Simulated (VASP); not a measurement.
An input for Quantum ESPRESSO's pw.x (written as the equivalent of a VASP run, and not itself run):

```
&CONTROL
  calculation = 'scf'
  pseudo_dir = './pseudo'
  outdir = './out'
  tprnfor = .true.
  tstress = .true.
/
&SYSTEM
  ibrav = 0
  nat = 2
  ntyp = 2
  ecutwfc = 82.3
  occupations = 'smearing'
  smearing = 'gaussian'
  degauss = 0.003675
  input_dft = 'pw91'
/
&ELECTRONS
  conv_thr = 7.3e-09
  electron_maxstep = 100
/
ATOMIC_SPECIES
  Sr 87.620 Sr.upf
  Te 127.600 Te.upf
CELL_PARAMETERS angstrom
     0.0000000    3.3255111    3.3255111
     3.3255111    0.0000000    3.3255111
     3.3255111    3.3255111    0.0000000
ATOMIC_POSITIONS crystal
  Sr   0.0000000  0.0000000  0.0000000
  Te   0.5000000  0.5000000  0.5000000
K_POINTS automatic
  7 7 7 0 0 0
```

Translate this input to VASP (INCAR, KPOINTS, POSCAR, choice of POTCAR).

One answer among several that fit: 
KPOINTS:
```
Automatic mesh
0
Gamma
7 7 7
0 0 0
```

INCAR:
```
LREAL=.FALSE.   # projection in real space or not
LMAXMIX=4   # l cut-off of mixed one-centre charges
ISMEAR=0
SYSTEM=SrTe
SIGMA=0.05
LASPH=.TRUE.   # aspherical one-centre terms
ISIF=2
LCHARG=.FALSE.
ALGO=Normal   # blocked Davidson
GGA=91   # PW91
ENCUT=520   # plane-wave cut-off (eV)
LWAVE=.FALSE.
PREC=Accurate
EDIFF=1E-7   # SCF stop (eV)
NELM=100   # most electronic steps
```

**POSCAR**
```
SrTe
1
    0.0000000000     3.3255111397     3.3255111397
    3.3255111397     0.0000000000     3.3255111397
    3.3255111397     3.3255111397     0.0000000000
Sr Te
1 1
Direct
  0.0000000000   0.0000000000   0.0000000000
  0.5000000000   0.5000000000   0.5000000000
```

POTCAR, in this order: Sr_sv Te (PBE.64 set). Program: vasp_std.

Limits of the translation: the potentials are each code's own (VASP's PAW set, PseudoDojo norm-conserving files in pw.x), so ENCUT and ecutwfc are chosen apart and not converted; conv_thr bounds pw.x's estimated SCF error, while EDIFF bounds the energy change between steps.

The compound is SrTe in the rock salt structure. This cell is one point of a volume scan, at 0.97 of the reference volume.
